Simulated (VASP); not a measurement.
An input for Quantum ESPRESSO's pw.x (written as the equivalent of a VASP run, and not itself run):

```
&CONTROL
  calculation = 'scf'
  pseudo_dir = './pseudo'
  outdir = './out'
  tprnfor = .true.
  tstress = .true.
/
&SYSTEM
  ibrav = 0
  nat = 8
  ntyp = 3
  ecutwfc = 84
  occupations = 'tetrahedra'
  input_dft = 'pbesol'
/
&ELECTRONS
  conv_thr = 7.3e-09
  electron_maxstep = 100
/
ATOMIC_SPECIES
  In 114.818 In.upf
  Sb 121.760 Sb.upf
  As 74.922 As.upf
CELL_PARAMETERS angstrom
    -0.0000000    3.1547682    3.1547682
     3.1547682   -0.0000000    3.1547682
    12.6178263   12.6178263    0.0012466
ATOMIC_POSITIONS crystal
  In   0.0196291  0.0196291  0.9852781
  In   0.0008370  0.0008370  0.2493722
  In   0.9807295  0.9807295  0.5144529
  In   0.9994789  0.9994789  0.7503908
  Sb   0.2578420  0.2578420  0.0566185
  Sb   0.2392826  0.2392826  0.3205380
  As   0.2416737  0.2416737  0.5687447
  As   0.2605271  0.2605271  0.8046046
K_POINTS automatic
  9 9 3 0 0 0
```

Task: Translate this input to VASP (INCAR, KPOINTS, POSCAR, choice of POTCAR).

Result: This is not unique; one that fits is 
### POSCAR
```
In4As2Sb2
1
   -0.0000000000     3.1547682220     3.1547682220
    3.1547682220    -0.0000000000     3.1547682220
   12.6178262730    12.6178262730     0.0012466153
In Sb As
4 2 2
Direct
  0.0196291381   0.0196291381   0.9852781465
  0.0008370344   0.0008370344   0.2493722241
  0.9807294649   0.9807294649   0.5144529013
  0.9994788842   0.9994788842   0.7503908369
  0.2578419717   0.2578419717   0.0566185213
  0.2392826246   0.2392826246   0.3205380315
  0.2416737412   0.2416737412   0.5687446941
  0.2605271409   0.2605271409   0.8046046443
```

**KPOINTS**
```
Automatic mesh
0
Gamma
9 9 3
0 0 0
```

INCAR:
```
# general
SYSTEM =In4As2Sb2
PREC   =Accurate
ENCUT  =400   # plane-wave cut-off (eV)
LREAL  =.False.
LASPH  =.True.   # aspherical one-centre terms

# electronic loop
EDIFF  =1E-7   # SCF stop (eV)
NELM   =100
ALGO   =Normal
LMAXMIX=4   # l cut-off of mixed one-centre charges

# smearing
ISMEAR =-5

# functional
GGA    =PS

# ions
ISIF   =2   # forces and stress, cell fixed

# output
LWAVE  =.False.
LCHARG =.True.
LORBIT =11
NEDOS  =601

# other
LEFG   =.True.
```

POTCAR, in this order: In_d Sb As (PBE.64 set). Program: vasp_std.

The two are equivalent in intent, not identical: the potentials are each code's own (VASP's PAW set, PseudoDojo norm-conserving files in pw.x), so ENCUT and ecutwfc are chosen apart and not converted; conv_thr bounds pw.x's estimated SCF error, while EDIFF bounds the energy change between steps; the field gradients of LEFG aren't asked of the other code.

The structure was generated: In4As2Sb2 was put into an ordered model structure (R3m), which need not be its known phase. It was relaxed first.
